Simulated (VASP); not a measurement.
Output of a VASP run:

File OSZICAR:
```
       N       E                     dE             d eps       ncg     rms          rms(c)
DAV:   1    -0.966172832883E+00   -0.96617E+00   -0.51382E+03   968   0.962E+02
DAV:   2    -0.198086590631E+02   -0.18842E+02   -0.18314E+02  1464   0.116E+02
DAV:   3    -0.199223879907E+02   -0.11373E+00   -0.11373E+00   952   0.114E+01
DAV:   4    -0.199225404485E+02   -0.15246E-03   -0.15246E-03  1296   0.443E-01
DAV:   5    -0.199225404774E+02   -0.28936E-07   -0.28936E-07   920   0.442E-03    0.563E+00
DAV:   6    -0.194235227195E+02    0.49902E+00   -0.38353E-01   928   0.482E+00    0.334E+00
DAV:   7    -0.192496340850E+02    0.17389E+00   -0.42385E-01  1048   0.512E+00    0.709E-01
DAV:   8    -0.192496923152E+02   -0.58230E-04   -0.14927E-03   920   0.464E-01    0.302E-02
DAV:   9    -0.192496976485E+02   -0.53333E-05   -0.35397E-05  1280   0.561E-02    0.229E-02
DAV:  10    -0.192497024908E+02   -0.48423E-05   -0.30628E-06  1000   0.208E-02    0.449E-03
DAV:  11    -0.192497023695E+02    0.12131E-06   -0.27032E-08   448   0.167E-03
   1 F= -.19249702E+02 E0= -.19249702E+02  d E =-.192497E+02
       N       E                     dE             d eps       ncg     rms          rms(c)
DAV:   1    -0.192498776536E+02   -0.17516E-03   -0.18881E-02  1064   0.143E+00    0.124E-01
DAV:   2    -0.192496662208E+02    0.21143E-03   -0.18200E-04   992   0.129E-01    0.633E-02
DAV:   3    -0.192495855207E+02    0.80700E-04   -0.17804E-04   976   0.106E-01    0.107E-02
DAV:   4    -0.192495854174E+02    0.10327E-06   -0.34147E-07   832   0.796E-03
   2 F= -.19249585E+02 E0= -.19249585E+02  d E =0.116952E-03
       N       E                     dE             d eps       ncg     rms          rms(c)
DAV:   1    -0.192499822156E+02   -0.39669E-03   -0.58799E-03  1064   0.797E-01    0.696E-02
DAV:   2    -0.192499155870E+02    0.66629E-04   -0.56819E-05  1000   0.719E-02    0.355E-02
DAV:   3    -0.192498892742E+02    0.26313E-04   -0.55718E-05   976   0.592E-02    0.585E-03
DAV:   4    -0.192498890481E+02    0.22605E-06   -0.10601E-07   648   0.446E-03
   3 F= -.19249889E+02 E0= -.19249889E+02  d E =-.186679E-03
```

### OUTCAR
```
------------------------ aborting loop because EDIFF is reached ----------------------------------------
  FORCE on cell =-STRESS in cart. coord.  units (eV):
  Direction    XX          YY          ZZ          XY          YZ          ZX
  --------------------------------------------------------------------------------------
  Total        0.0001014      0.0001014      0.0001014     -0.0000000      0.0000000      0.0000000
  in kB        0.0144384      0.0144384      0.0144384     -0.0000000      0.0000000      0.0000000
  external PRESSURE =       0.0144384 kB  Pullay stress =       0.0000000 kB
  volume of cell :       11.25
      direct lattice vectors                 reciprocal lattice vectors
     0.000000000  1.778331454  1.778331454    -0.281162434  0.281162434  0.281162434
     1.778331454  0.000000000  1.778331454     0.281162434 -0.281162434  0.281162434
     1.778331454  1.778331454 -0.000000000     0.281162434  0.281162434 -0.281162434
 POSITION                                       TOTAL-FORCE (eV/Angst)
 -----------------------------------------------------------------------------------
      1.77833      1.77833      1.77833        -0.000000     -0.000000     -0.000000
      2.66750      2.66750      2.66750         0.000000      0.000000      0.000000
 -----------------------------------------------------------------------------------
    total drift:                                0.000000     -0.000000      0.000000
  FREE ENERGIE OF THE ION-ELECTRON SYSTEM (eV)
  ---------------------------------------------------
  free  energy   TOTEN  =       -19.2498890481 eV

  energy  without entropy=      -19.2498890481  energy(sigma->0) =      -19.24988905

 reached required accuracy - stopping structural energy minimisation
```
(Selected blocks of OUTCAR.)

**POSCAR**
```
C
1
    0.0000000000     1.7803750000     1.7803750000
    1.7803750000     0.0000000000     1.7803750000
    1.7803750000     1.7803750000     0.0000000000
C
2
Direct
  0.5000000000   0.5000000000   0.5000000000
  0.7500000000   0.7500000000   0.7500000000
```

Question: Reconstruct the remaining input files.

Answer: This is not unique; one that fits is the input of the run itself, PBEsol GGA, plane waves, VASP's PBE PAW potentials (set 64).

**KPOINTS**
```
Automatic mesh
0
Gamma
11 11 11
0 0 0
```

**INCAR**
```
LCHARG = .FALSE.
ALGO = Normal   # blocked Davidson
NELM = 100
LREAL = .FALSE.
IBRION = 2   # conjugate gradients
LWAVE = .FALSE.
ISIF = 3
NSW = 60
PREC = Accurate
EDIFFG = -0.01   # ionic stop
GGA = PS
SYSTEM = C
ENCUT = 520   # plane-wave cut-off (eV)
SIGMA = 0.05
LASPH = .TRUE.
EDIFF = 1E-6   # SCF stop (eV)
ISMEAR = 0   # Gaussian
```

POTCAR, in this order: C (PBE.64 set). Program: vasp_std.

The structure comes from a computed database's C entry (Fd-3m); how it stands against other phases isn't given here. This run relaxes it. Symmetry was kept, so distortions that lower it aren't found.
